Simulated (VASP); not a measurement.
Input:

```
BrH
1.0
    3.18285    -2.67837     0.00000
    3.18285     2.67837     0.00000
    0.00000     0.00000     5.39615
H Br
2 2
Cartesian
  3.18285  -2.38809   0.98752
  3.18285   2.38809   3.68560
  3.18285  -1.34292   5.37454
  3.18285   1.34292   2.67646
```

Method: r2SCAN meta-GGA, VASP's PBE PAW potentials (set 64) (plane waves; VASP). Run with 400 eV cut-off, 7×7×5 Γ-centred mesh, Gaussian smearing of 0.010 eV, potentials H Br.

Question: Estimate the energy per atom (σ→0), band gap (on the k-mesh) with the smallest direct gap where there is one.

Answer: 
```json
{
 "band gap (on the k-mesh)": "5.32 eV",
 "smallest direct gap (on the k-mesh)": "5.32 eV",
 "energy per atom (σ→0)": "-8.628 eV/atom"
}
```

Total energies compare only between runs with the same potentials, cut-off and functional.

The structure comes from a measured HBr entry (Cmc2_1) of the Crystallography Open Database, whose conditions weren't checked. It was relaxed first.
